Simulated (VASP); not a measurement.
The system is CsTaS2.

```
CELL_PARAMETERS angstrom
3.54238 0.00000 0.00000
-1.77119 3.06779 0.00000
0.00000 0.00000 8.26848
ATOMIC_POSITIONS crystal
Cs 0.00000 0.00000 0.50000
Ta 0.33333 0.66667 0.00000
S 0.66667 0.33333 0.18177
S 0.66667 0.33333 0.81823
```

The cell was built by a generator and needn't be a form met in nature.

- Program: VASP 6.6.1
- Task: relaxation of cell and atoms
- Functional: BLYP
- Potentials or basis: VASP PAW PBE potentials, release 64 (Cs_sv, Ta_pv, S)
- Cutoff: 600 eV
- k mesh: 7 × 7 × 3
- Occupations: fermi-dirac, width 0.05 eV
- Spin: no spin polarisation

At the start: pressure 5.6 GPa; volume 22.46 Å³/atom.

Question: How do energy, volume and symmetry change on relaxing?

Answer: Over 7 steps the energy falls by 25.5 meV/atom and the volume is 24.07 Å³/atom (+7.1 %); space group P-6m2 (No. 187, to 0.05 Å).

The path:
| step | energy change (eV) | largest force (eV/Å) | pressure (GPa) | volume (Å³) |
| --- | --- | --- | --- | --- |
| 1 | 0.0000 | 0.2402 | 5.56 | 89.86 |
| 2 | -0.0284 | 0.7593 | -3.56 | 100.38 |
| 3 | -0.0913 | 0.3452 | 0.07 | 95.36 |
| 4 | -0.0999 | 0.1355 | 0.02 | 95.96 |
| 5 | -0.1006 | 0.0600 | 0.01 | 96.17 |
| 6 | -0.1015 | 0.0302 | 0.04 | 96.23 |
| 7 | -0.1018 | 0.0027 | 0.07 | 96.28 |

Final structure:
```cif
data_structure
_symmetry_space_group_name_H-M 'P 1'
_symmetry_Int_Tables_number 1
_cell_length_a 3.6298
_cell_length_b 3.6298
_cell_length_c 8.4379
_cell_angle_alpha 90.000
_cell_angle_beta 90.000
_cell_angle_gamma 120.000
_cell_volume 96.28
loop_
_atom_site_label
_atom_site_type_symbol
_atom_site_fract_x
_atom_site_fract_y
_atom_site_fract_z
_atom_site_occupancy
Cs1 Cs 0.00000 0.00000 0.50000 1
Ta1 Ta 0.33333 0.66667 0.00000 1
S1 S 0.66667 0.33333 0.17932 1
S2 S 0.66667 0.33333 0.82068 1
```

Caveat: the PAW data sets were made with another functional, which shifts forces and pressure a little.
